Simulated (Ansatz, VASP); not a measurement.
# Sr (Sr(111)): VASP beside Ansatz

One calculation is typed for both programs; each brings its own data sets and cutoff. How far apart do they land? Other levels of theory on this material are compared in a session of their own.

Method: plane waves, with VASP 6.6.1 beside it; single point at r2SCAN, in Ansatz 0.2.0.

**1. The structure**

The cell holds 7 atoms: 7 Sr. Cell: a = 4.299 Å, b = 4.299 Å, c = 39.062 Å, α = 90.0°, β = 90.0°, γ = 60.0°. Vacuum lies along c.

**2. VASP: single point, r2SCAN**

A single point gives forces, pressure and levels at one fixed geometry, so differences don't come from the geometry; what else differs is listed under the comparison.

Lines of VASP's logs that name or quote its potential files are left out, and so is its time.

File INCAR:

```
SYSTEM = Sr
PREC = Normal
ENCUT = 350
EDIFF = 1E-06
NELM = 120
ISMEAR = 1
SIGMA = 0.1
LREAL = .FALSE.
ALGO = Normal
METAGGA = R2SCAN
LASPH = .TRUE.
NBANDS = 43
LORBIT = 11
LWAVE = .FALSE.
LCHARG = .FALSE.
KPAR = 4
IDIPOL = 3
LDIPOL = .TRUE.
DIPOL = 0.5 0.5 0.5
LVHAR = .TRUE.
LVACPOTAV = .TRUE.
```

File POSCAR:

```
Sr
1.0
    4.2992092296      0.0000000000      0.0000000000
    2.1496046148      3.7232244090      0.0000000000
    0.0000000000      0.0000000000     39.0617378200
Sr
7
Direct
    0.0000000000      0.0000000000      0.2304044956
    0.3333333333      0.3333333333      0.3202696637
    0.6666666667      0.6666666667      0.4101348319
    0.0000000000      0.0000000000      0.5000000000
    0.3333333333      0.3333333333      0.5898651681
    0.6666666667      0.6666666667      0.6797303363
    0.0000000000      0.0000000000      0.7695955044
```

File KPOINTS:

```
Automatic mesh
0
Gamma
9 9 1
0 0 0
```

PAW data sets: Sr_sv (PBE family, release 64).

Launch:

```console
> mpirun -np 4 vasp_std
```

Numbers of over 12 decimals in the logs are rounded to 6 here.

The program printed:

```text
[banner, memory and clock lines left out]
running    4 mpi-ranks, on    1 nodes
 distrk:  each k-point on    1 cores,    4 groups
 distr:  one band on    1 cores,    1 groups

 POSCAR found type information on POSCAR Sr
 POSCAR found :  1 types and       7 ions
|                                                                             |
|               ----> ADVICE to this user running VASP <----                  |
|                                                                             |
|     You enforced a specific xc type in the INCAR file but a different       |
|     [... a line on the potential file left out ...]
|     I HOPE YOU KNOW WHAT YOU ARE DOING!                                     |
|                                                                             |

 LDA part: xc-table for (None), standard interpolation
 POSCAR, INCAR and KPOINTS ok, starting setup
 FFT: planning ... GRIDC
 FFT: planning ... GRID_SOFT
 FFT: planning ... GRID
 WAVECAR not read
 entering main loop
       N       E                     dE             d eps       ncg     rms          rms(c)
DAV:   1     0.244945066756E+03    0.24495E+03   -0.28595E+04  1424   0.979E+02
DAV:   2    -0.819543831698E+02   -0.32690E+03   -0.32163E+03  1167   0.265E+02
DAV:   3    -0.123828313853E+03   -0.41874E+02   -0.41516E+02  1572   0.524E+01
DAV:   4    -0.131029089046E+03   -0.72008E+01   -0.71567E+01  1800   0.222E+01
DAV:   5    -0.131586038698E+03   -0.55695E+00   -0.55527E+00  1536   0.498E+00    0.204E+01
DAV:   6    -0.105829962758E+03    0.25756E+02   -0.42646E+01  1488   0.157E+01    0.238E+01
DAV:   7    -0.104850922423E+03    0.97904E+00   -0.16571E+01  1312   0.592E+00    0.195E+01
DAV:   8    -0.105303486608E+03   -0.45256E+00   -0.11714E+01  1360   0.489E+00    0.150E+01
DAV:   9    -0.104876983645E+03    0.42650E+00   -0.59423E+00  1312   0.455E+00    0.392E+00
DAV:  10    -0.104887507302E+03   -0.10524E-01   -0.10813E+00  1269   0.252E+00    0.189E+00
DAV:  11    -0.104881636933E+03    0.58704E-02   -0.20248E-01  1381   0.817E-01    0.667E-01
DAV:  12    -0.104886246162E+03   -0.46092E-02   -0.45685E-02  1487   0.450E-01    0.684E-01
DAV:  13    -0.104886670740E+03   -0.42458E-03   -0.55677E-03  1448   0.236E-01    0.473E-01
DAV:  14    -0.104887167340E+03   -0.49660E-03   -0.10861E-03  1480   0.989E-02    0.337E-01
[...]
DAV:  19    -0.104888340701E+03   -0.57714E-04   -0.14303E-05  1248   0.119E-02    0.187E-02
DAV:  20    -0.104888426531E+03   -0.85830E-04   -0.40787E-05  1114   0.214E-02    0.699E-03
DAV:  21    -0.104888439563E+03   -0.13033E-04   -0.16299E-05  1026   0.134E-02    0.285E-03
DAV:  22    -0.104888448902E+03   -0.93382E-05   -0.21781E-06   890   0.691E-03    0.330E-03
DAV:  23    -0.104888454901E+03   -0.59991E-05   -0.34816E-06   844   0.820E-03    0.170E-03
DAV:  24    -0.104888458294E+03   -0.33929E-05   -0.14850E-06   748   0.663E-03    0.159E-03
DAV:  25    -0.104888463067E+03   -0.47732E-05   -0.84911E-07   722   0.413E-03    0.798E-04
DAV:  26    -0.104888463419E+03   -0.35178E-06   -0.70357E-07   716   0.440E-03
|                                                                             |
|           W    W    AA    RRRRR   N    N  II  N    N   GGGG   !!!           |
|           W    W   A  A   R    R  NN   N  II  NN   N  G    G  !!!           |
|           W    W  A    A  R    R  N N  N  II  N N  N  G       !!!           |
|           W WW W  AAAAAA  RRRRR   N  N N  II  N  N N  G  GGG   !            |
|           WW  WW  A    A  R   R   N   NN  II  N   NN  G    G                |
|           W    W  A    A  R    R  N    N  II  N    N   GGGG   !!!           |
|                                                                             |
|     Did not find any points to average over, which means that no vacuum     |
|     field-free region was found. Please increase the size of  your cell     |
|     in the dimension of the dipole correction to obtain accurate            |
|     workfunction values.                                                    |
|                                                                             |

   1 F= -.10488846E+03 E0= -.10488786E+03  d E =-.181326E-02
```

From OUTCAR (step 2):

```text
ion  position               nearest neighbor table
   1  0.000  0.000  0.230-   2 4.30   2 4.30   2 4.30
   2  0.333  0.333  0.320-   1 4.30   1 4.30   1 4.30   3 4.30   3 4.30   3 4.30
   3  0.667  0.667  0.410-   4 4.30   4 4.30   4 4.30   2 4.30   2 4.30   2 4.30
   4  0.000  0.000  0.500-   3 4.30   5 4.30   3 4.30   5 4.30   3 4.30   5 4.30
   5  0.333  0.333  0.590-   4 4.30   4 4.30   4 4.30   6 4.30   6 4.30   6 4.30
   6  0.667  0.667  0.680-   7 4.30   7 4.30   7 4.30   5 4.30   5 4.30   5 4.30
   7  0.000  0.000  0.770-   6 4.30   6 4.30   6 4.30

  LATTYP: Found a hexagonal cell.
 ALAT       =     4.2992092296
 C/A-ratio  =     9.0857959532

 Subroutine GETGRP returns: Found 12 space group operations
 (whereof 12 operations were pure point group operations)

The static configuration has the point symmetry D_3d.

 Found     12 irreducible k-points:

   k-points           NKPTS =     12   k-points in BZ     NKDIM =     12   number of bands    NBANDS=     43

   dimension x,y,z NGX =    20 NGY =   20 NGZ =  180
   dimension x,y,z NGXF=    40 NGYF=   40 NGZF=  360

   ENCUT  =  350.0 eV  25.72 Ry    5.07 a.u.   6.56  6.56 59.59*2*pi/ulx,y,z

   NELECT =      70.0000    total number of electrons

 k-points in reciprocal lattice and weights: Automatic mesh
   0.00000000  0.00000000  0.00000000       0.012
   0.11111111  0.00000000  0.00000000       0.074
   0.22222222  0.00000000  0.00000000       0.074
   0.33333333 -0.00000000  0.00000000       0.074
   0.44444444  0.00000000  0.00000000       0.074
   0.22222222  0.11111111  0.00000000       0.074
   0.33333333  0.11111111  0.00000000       0.148
   0.44444444  0.11111111  0.00000000       0.148
  -0.44444444  0.11111111  0.00000000       0.074
   0.44444444  0.22222222  0.00000000       0.074
  -0.44444444  0.22222222  0.00000000       0.148
  -0.33333333  0.33333333  0.00000000       0.025

 dipolmoment           0.000000      0.000000      0.000000 electrons x Angstroem

 average (electrostatic) potential at core
       1 -47.5778       2 -47.1522       3 -47.1523       4 -47.1563       5 -47.1523
       6 -47.1522       7 -47.5778

 E-fermi :   0.0496

 k-point     1 :       0.0000    0.0000    0.0000
  band No.  band energies     occupation
    ...
     32      -2.8165      2.00000
     33      -2.3147      2.00000
     34      -1.7744      2.00000
     35      -1.2692      2.00000
     36      -0.0124      1.85740
     37       0.1989     -0.05590
     38       0.5600     -0.00000
     39       0.9311     -0.00000
     40       1.3367     -0.00000
     41       1.7788     -0.00000
    ...

 k-point     2 :       0.1111    0.0000    0.0000
  band No.  band energies     occupation
    ...
     32      -2.6454      2.00000
     33      -2.1471      2.00000
     34      -1.6080      2.00000
     35      -1.0963      2.00000
     36       0.0053      1.67378
     37       0.2520     -0.01476
     38       0.6151     -0.00000
     39       0.9701     -0.00000
     40       1.3435     -0.00000
     41       1.7343     -0.00000
    ...

 k-point     3 :       0.2222    0.0000    0.0000
  band No.  band energies     occupation
    ...
     32      -2.1648      2.00000
     33      -1.6827      2.00000
     34      -1.1566      2.00000
     35      -0.6397      2.00000
     36       0.0615      0.79864
     37       0.4043     -0.00001
     38       0.7496     -0.00000
     39       1.0181     -0.00000
     40       1.2387     -0.00000
     41       1.4209     -0.00000
    ...

  Total        0.5654230      0.5654230     -0.2985721     -0.0000000      0.0000000      0.0000000
  in kB        1.4488542      1.4488542     -0.7650688     -0.0000000      0.0000000      0.0000000
  external PRESSURE =       0.7108799 kB  Pullay stress =       0.0000000 kB

  energy-cutoff  :      350.00
  volume of cell :      625.26
      direct lattice vectors                 reciprocal lattice vectors
     4.299209230  0.000000000  0.000000000     0.232600915 -0.134292201  0.000000000
     2.149604615  3.723224409  0.000000000     0.000000000  0.268584402  0.000000000
     0.000000000  0.000000000 39.061737820     0.000000000  0.000000000  0.025600500

 POSITION                                       TOTAL-FORCE (eV/Angst)
 -----------------------------------------------------------------------------------
      0.00000      0.00000      9.00000         0.000000      0.000000      0.050554
      2.14960      1.24107     12.51029        -0.000000      0.000000     -0.051973
      4.29921      2.48215     16.02058         0.000000      0.000000     -0.017323
      0.00000      0.00000     19.53087         0.000000      0.000000      0.000000
      2.14960      1.24107     23.04116        -0.000000      0.000000      0.017323
      4.29921      2.48215     26.55145         0.000000     -0.000000      0.051973
      0.00000      0.00000     30.06174        -0.000000     -0.000000     -0.050554
 -----------------------------------------------------------------------------------
    total drift:                                0.000000      0.000000      0.000000

  FREE ENERGIE OF THE ION-ELECTRON SYSTEM (eV)
  ---------------------------------------------------
  free  energy   TOTEN  =      -104.8884634186 eV

  energy  without entropy=     -104.8866501601  energy(sigma->0) =     -104.88785900

 vacuum level on the upper side and lower side of the slab         2.761         2.761

 total charge
# of ion       s       p       d       tot
------------------------------------------
    1        2.060   5.795   0.102   7.956
    2        2.054   5.805   0.115   7.974
    3        2.053   5.806   0.114   7.973
    4        2.053   5.806   0.114   7.973
    5        2.053   5.806   0.114   7.973
    6        2.054   5.805   0.115   7.974
    7        2.060   5.795   0.102   7.956
--------------------------------------------------
tot         14.387  40.616   0.776  55.779

[... 3 further parts left out ...]
```

(Continued in part 2 of 2.)

[Lines on the potential files, build, host, timing and source positions are cut from VASP's logs without a mark.]

[Logs are printed without paths, hosts, clocks, repeated set-up lines and the standing remarks that a program may print on its own settings, such as how far it seeks lower states.]

[Hosts, paths, dates, database ids (printed as entryN), source tags and the programs' standing remarks are cut or masked in the printed files.]
